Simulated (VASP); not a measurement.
Here is a VASP 6.6.1 calculation.

File INCAR:

```
PREC     = Accurate       # precision mode
ENCUT    = 520            # plane-wave cutoff, eV
EDIFF    = 1E-7           # SCF threshold, eV
ISMEAR   = 0              # smearing method
SIGMA    = 0.02           # smearing width, eV
LREAL    = False          # projectors in reciprocal space
LASPH    = True           # aspherical terms in the spheres
NELM     = 100            # most SCF steps
ALGO     = Normal         # electronic algorithm
ISIF     = 3              # what is computed and relaxed
LWAVE    = False          # write WAVECAR
LCHARG   = False          # write CHGCAR
IBRION   = 2              # ionic algorithm
NSW      = 80             # ionic steps
EDIFFG   = -0.002         # ionic threshold
KPAR     = 4
```

KPOINTS

```
Automatic mesh
0
Gamma
  12 12 6
```

File POSCAR:

```
AlN
1.0
    3.1130000000      0.0000000000      0.0000000000
   -1.5565000000      2.6959370800      0.0000000000
    0.0000000000      0.0000000000      4.9810000000
Al N
2 2
Direct
    0.3333333300      0.6666666700      0.0000000000
    0.6666666700      0.3333333300      0.5000000000
    0.3333333300      0.6666666700      0.3800000000
    0.6666666700      0.3333333300      0.8800000000
```

Potentials or basis: VASP PAW LDA potentials, release 64 (Al, N).

Command:

```sh
$ cat potpaw_LDA.64/Al/POTCAR potpaw_LDA.64/N/POTCAR > POTCAR
$ mpirun -np 4 vasp_std > vasp.out
```

Q: Estimate the band gap on the k mesh.

A: 4.40 eV, direct.

Q: What does it give for the space group after relaxing (to 0.05 Å)?

A: P6_3mc (No. 186).

Q: What does it give for the relaxed cell?

A: a = 3.092 Å, b = 3.092 Å, c = 4.948 Å, α = 90.00°, β = 90.00°, γ = 120.00°.

Step by step:
| step | energy change (eV) | largest force (eV/Å) | pressure (GPa) | volume (Å³) |
| --- | --- | --- | --- | --- |
| 1 | 0.0000 | 0.1193 | -4.09 | 41.80 |
| 2 | -0.0010 | 0.0856 | 4.16 | 40.21 |
| 3 | -0.0119 | 0.0192 | -0.02 | 40.98 |
| 4 | -0.0119 | 0.0172 | 0.07 | 40.96 |
| 5 | -0.0120 | 0.0113 | 0.09 | 40.95 |
| 6 | -0.0121 | 0.0057 | 0.10 | 40.95 |
| 7 | -0.0121 | 0.0071 | -0.11 | 40.99 |
| 8 | -0.0121 | 0.0003 | 0.00 | 40.97 |

A k mesh can miss the band edges. LDA usually gives volumes a few per cent too small.
